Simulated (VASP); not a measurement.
VASP ran on this input.

### POSCAR
```
PtS2
5.0249290
  0.3488988601  -0.6155969567   0.0000000000
  0.3488988601   0.6155969567   0.0000000000
  0.0000000000   0.0000000000   1.0000000000
Pt S
1 2
Cartesian
  0.0000000000   0.0000000000   0.0000000000
  0.3488988601   0.2051993960   0.2300000000
  0.3648951750  -0.2051993960   0.7700000000
```

**INCAR**
```
SYSTEM = PtS2
PREC = Accurate
ENCUT = 400
EDIFF = 1E-6
NELM = 100
ALGO = Normal
LREAL = .FALSE.
LASPH = .TRUE.
ISMEAR = 0
SIGMA = 0.05
GGA = PE
LMAXMIX = 6
LWAVE = .FALSE.
LCHARG = .FALSE.
ISIF = 2
```

**KPOINTS**
```
Automatic mesh
0
Gamma
7 7 4
0 0 0
```

POTCAR, in this order: Pt S (PBE.64 set). Program: vasp_std.

### Question
Translate this PBE calculation to Ansatz.

### Answer
One equivalent input (not run):
Ansatz 0.2 input:
```yaml
crystal:
  lattice:
    - [1.7531920, -3.0933310, 0.0000000]
    - [1.7531920, 3.0933310, 0.0000000]
    - [0.0000000, 0.0000000, 5.0249290]
  atoms:
    - { symbol: Pt, position: [0.0000000, 0.0000000, 0.0000000] }
    - { symbol: S, position: [0.3333330, 0.6666670, 0.2300000] }
    - { symbol: S, position: [0.6895910, 0.3562570, 0.7700000] }
kpoints:
  mp_grid: { grid: [7, 7, 4] }
hamiltonian:
  xc: pbe
  pseudopotentials: { kind: paw }
scf:
  occupations: { method: gaussian, width: 0.05 }
  max_iter: 100
output: { forces: true, stress: true, eigenvalues: true }
```
Limits of the translation: each code has its own PAW files, so the cut-off isn't converted (ENCUT is set for VASP's; basis.ecutwfc is left out, and Ansatz then takes the one that its files recommend); Ansatz stops its SCF on the density residual and VASP on the energy change (EDIFF).

The compound is PtS2 in the 1T layered structure. The cell was not relaxed at this level, atoms are displaced from their ideal sites.
